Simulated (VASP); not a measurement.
Calculation: AM05 GGA, VASP's PBE PAW potentials (set 64) (plane waves; VASP 6.6.1).

VASP input:

File POSCAR:
```
Ca
1
    0.0000000000     2.7458535717     2.7458535717
    2.7458535717     0.0000000000     2.7458535717
    2.7458535717     2.7458535717    -0.0000000000
Ca
1
Direct
  0.0000000000   0.0000000000   0.0000000000
```

### KPOINTS
```
Automatic
0
G
 10 10 10
```

INCAR:
```
! general
SYSTEM = Ca
PREC   = Accurate
ENCUT  = 520   ! plane-wave cut-off (eV)
LREAL  = .FALSE.   ! projection in real space or not
LASPH  = .TRUE.

! electronic loop
EDIFF  = 1E-6   ! SCF stop (eV)
NELM   = 100   ! most electronic steps
ALGO   = Normal

! smearing
ISMEAR = 1   ! Methfessel-Paxton
SIGMA  = 0.1   ! width (eV)

! functional
GGA    = AM

! ions
IBRION = 2   ! conjugate gradients
NSW    = 60
ISIF   = 3   ! ions, shape and volume
EDIFFG = -0.01

! output
LWAVE  = .FALSE.
LCHARG = .FALSE.
```

POTCAR, in this order: Ca_sv (PBE.64 set). Program: vasp_std.

The run wrote:

OSZICAR:
```
       N       E                     dE             d eps       ncg     rms          rms(c)
DAV:   1     0.661521208066E+02    0.66152E+02   -0.50919E+03   846   0.100E+03
DAV:   2    -0.610287517256E+00   -0.66762E+02   -0.66522E+02   892   0.236E+02
DAV:   3    -0.196505859142E+01   -0.13548E+01   -0.13496E+01  1300   0.357E+01
DAV:   4    -0.202111123955E+01   -0.56053E-01   -0.56001E-01  1236   0.553E+00
DAV:   5    -0.202236351563E+01   -0.12523E-02   -0.12514E-02  1364   0.568E-01    0.239E+00
DAV:   6    -0.201348300861E+01    0.88805E-02   -0.81460E-03  1115   0.129E+00    0.142E+00
DAV:   7    -0.200755425673E+01    0.59288E-02   -0.16329E-02   974   0.185E+00    0.853E-02
DAV:   8    -0.200750527554E+01    0.48981E-04   -0.12470E-03  1237   0.329E-01    0.256E-02
DAV:   9    -0.200751180375E+01   -0.65282E-05   -0.46785E-05  1322   0.519E-02    0.212E-02
DAV:  10    -0.200751626528E+01   -0.44615E-05   -0.37338E-05  1082   0.846E-02    0.268E-02
DAV:  11    -0.200751223598E+01    0.40293E-05   -0.46642E-06   997   0.325E-02    0.380E-03
DAV:  12    -0.200751189617E+01    0.33980E-06   -0.26943E-07   560   0.583E-03
   1 F= -.20075119E+01 E0= -.20075312E+01  d E =-.200751E+01
```

OUTCAR:
```
------------------------ aborting loop because EDIFF is reached ----------------------------------------
  FORCE on cell =-STRESS in cart. coord.  units (eV):
  Direction    XX          YY          ZZ          XY          YZ          ZX
  --------------------------------------------------------------------------------------
  Total       -0.0037120     -0.0037120     -0.0037120     -0.0000000     -0.0000000     -0.0000000
  in kB       -0.1436330     -0.1436330     -0.1436330     -0.0000000     -0.0000000     -0.0000000
  external PRESSURE =      -0.1436330 kB  Pullay stress =       0.0000000 kB
  volume of cell :       41.41
      direct lattice vectors                 reciprocal lattice vectors
     0.000000000  2.745853572  2.745853572    -0.182092740  0.182092740  0.182092740
     2.745853572  0.000000000  2.745853572     0.182092740 -0.182092740  0.182092740
     2.745853572  2.745853572  0.000000000     0.182092740  0.182092740 -0.182092740
 POSITION                                       TOTAL-FORCE (eV/Angst)
 -----------------------------------------------------------------------------------
      0.00000      0.00000      0.00000         0.000000     -0.000000      0.000000
 -----------------------------------------------------------------------------------
    total drift:                               -0.000000     -0.000000     -0.000000
  FREE ENERGIE OF THE ION-ELECTRON SYSTEM (eV)
  ---------------------------------------------------
  free  energy   TOTEN  =        -2.0075118962 eV

  energy  without entropy=       -2.0075698818  energy(sigma->0) =       -2.00753122

 reached required accuracy - stopping structural energy minimisation
```
(Selected blocks of OUTCAR.)

The compound is Ca in the fcc structure. It was relaxed first. The start is the result of an earlier pass.
